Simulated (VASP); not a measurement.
Calculation: PBEsol GGA, VASP's PBE PAW potentials (set 64) (plane waves; VASP).

VASP input:

### POSCAR
```
AlGa3Sb4
1
    6.1225692287    -0.0000000000    -0.0000000000
   -0.0000000000     6.1225692287    -0.0000000000
   -0.0000000000    -0.0000000000     6.1225692287
Ga Sb Al
3 4 1
Direct
  0.0000000000   0.0000000000   0.0000000000
  0.5000000000   0.5000000000   0.0000000000
  0.5000000000   0.0000000000   0.5000000000
  0.2508377331   0.2491622669   0.2491622669
  0.7491622669   0.7508377331   0.2491622669
  0.7491622669   0.2491622669   0.7508377331
  0.2508377331   0.7508377331   0.7508377331
  0.0000000000   0.5000000000   0.5000000000
```

**INCAR**
```
# general
SYSTEM =AlGa3Sb4
PREC   =Accurate
ENCUT  =400   # plane-wave cut-off (eV)
LREAL  =.False.
LASPH  =.True.   # aspherical one-centre terms

# electronic loop
EDIFF  =1E-7
NELM   =100   # most electronic steps
ALGO   =Normal   # blocked Davidson
LMAXMIX=4   # l cut-off of mixed one-centre charges

# smearing
ISMEAR =-5

# functional
GGA    =PS   # PBEsol

# ions
ISIF   =2   # forces and stress, cell fixed

# output
LWAVE  =.False.
LCHARG =.True.
LORBIT =11   # lm-projected
NEDOS  =601   # DOS grid

# other
LEFG   =.True.
```

KPOINTS:
```
Automatic
0
gamma
4 4 4
```

POTCAR, in this order: Ga_d Sb Al (PBE.64 set). Program: vasp_std.

What VASP printed:

OSZICAR:
```
       N       E                     dE             d eps       ncg     rms          rms(c)
DAV:   1     0.406171471872E+03    0.40617E+03   -0.23341E+04   764   0.163E+03
DAV:   2     0.190644777277E+02   -0.38711E+03   -0.37764E+03   837   0.408E+02
DAV:   3    -0.310970300813E+02   -0.50162E+02   -0.48647E+02   855   0.127E+02
DAV:   4    -0.336317934081E+02   -0.25348E+01   -0.25031E+01   931   0.303E+01
DAV:   5    -0.336998296342E+02   -0.68036E-01   -0.67979E-01  1073   0.448E+00    0.644E+00
DAV:   6    -0.333847185397E+02    0.31511E+00   -0.44844E-01  1065   0.735E+00    0.389E+00
DAV:   7    -0.332722599408E+02    0.11246E+00   -0.29063E-01   844   0.294E+00    0.611E-01
DAV:   8    -0.332732841753E+02   -0.10242E-02   -0.36853E-02   931   0.204E+00    0.191E-01
DAV:   9    -0.332742344935E+02   -0.95032E-03   -0.40632E-03   936   0.436E-01    0.750E-02
DAV:  10    -0.332742382155E+02   -0.37221E-05   -0.26083E-04  1003   0.123E-01    0.333E-02
DAV:  11    -0.332743075945E+02   -0.69379E-04   -0.97099E-05   850   0.382E-02    0.794E-03
DAV:  12    -0.332743119103E+02   -0.43158E-05   -0.76177E-06   968   0.245E-02    0.419E-03
DAV:  13    -0.332743126178E+02   -0.70750E-06   -0.17694E-06   776   0.697E-03    0.114E-03
DAV:  14    -0.332743126363E+02   -0.18447E-07   -0.80846E-08   568   0.245E-03
   1 F= -.33274313E+02 E0= -.33274313E+02  d E =0.000000E+00
```

### OUTCAR
```
------------------------ aborting loop because EDIFF is reached ----------------------------------------
  FORCE on cell =-STRESS in cart. coord.  units (eV):
  Direction    XX          YY          ZZ          XY          YZ          ZX
  --------------------------------------------------------------------------------------
  Total        0.0239125      0.0239125      0.0239125      0.0000000     -0.0000000     -0.0000000
  in kB        0.1669299      0.1669299      0.1669299      0.0000000     -0.0000000     -0.0000000
  external PRESSURE =       0.1669299 kB  Pullay stress =       0.0000000 kB
  volume of cell :      229.51
      direct lattice vectors                 reciprocal lattice vectors
     6.122569229  0.000000000  0.000000000     0.163330125  0.000000000  0.000000000
     0.000000000  6.122569229  0.000000000     0.000000000  0.163330125  0.000000000
     0.000000000  0.000000000  6.122569229     0.000000000  0.000000000  0.163330125
 POSITION                                       TOTAL-FORCE (eV/Angst)
 -----------------------------------------------------------------------------------
      0.00000      0.00000      0.00000         0.000000      0.000000     -0.000000
      3.06128      3.06128      0.00000        -0.000000      0.000000     -0.000000
      3.06128      0.00000      3.06128        -0.000000     -0.000000     -0.000000
      1.53577      1.52551      1.52551         0.005600     -0.005600     -0.005600
      4.58680      4.59706      1.52551        -0.005600      0.005600     -0.005600
      4.58680      1.52551      4.59706        -0.005600     -0.005600      0.005600
      1.53577      4.59706      4.59706         0.005600      0.005600      0.005600
      0.00000      3.06128      3.06128         0.000000     -0.000000     -0.000000
 -----------------------------------------------------------------------------------
    total drift:                               -0.000000     -0.000000      0.000000
  FREE ENERGIE OF THE ION-ELECTRON SYSTEM (eV)
  ---------------------------------------------------
  free  energy   TOTEN  =       -33.2743126363 eV

  energy  without entropy=      -33.2743126363  energy(sigma->0) =      -33.27431264

 total charge

# of ion       s       p       d       tot
------------------------------------------
    1        0.906   0.764   9.963  11.634
    2        0.906   0.764   9.963  11.634
    3        0.906   0.764   9.963  11.634
    4        1.125   1.359   0.026   2.511
    5        1.125   1.359   0.026   2.511
    6        1.125   1.359   0.026   2.511
    7        1.125   1.359   0.026   2.511
    8        0.418   0.360   0.000   0.778
--------------------------------------------------
tot          7.637   8.088  29.996  45.722

 Electric field gradients after diagonalization (V/A^2)
 (convention: |V_zz| > |V_xx| > |V_yy|)
----------------------------------------------------------------------
 ion       V_xx      V_yy      V_zz     asymmetry (V_yy - V_xx)/ V_zz
----------------------------------------------------------------------
   1      -0.087    -0.087     0.174       0.000
   2      -0.087    -0.087     0.174       0.000
   3      -0.087    -0.087     0.174       0.000
   4      30.867    30.867   -61.734       0.000
   5      30.867    30.867   -61.734       0.000
   6      30.867    30.867   -61.734       0.000
   7      30.867    30.867   -61.734       0.000
   8      -0.000    -0.000    -0.000      -0.268
```
(Selected blocks of OUTCAR.)

The structure was generated: AlGa3Sb4 was put into an ordered model structure (P-43m), which need not be its known phase. It was relaxed first.
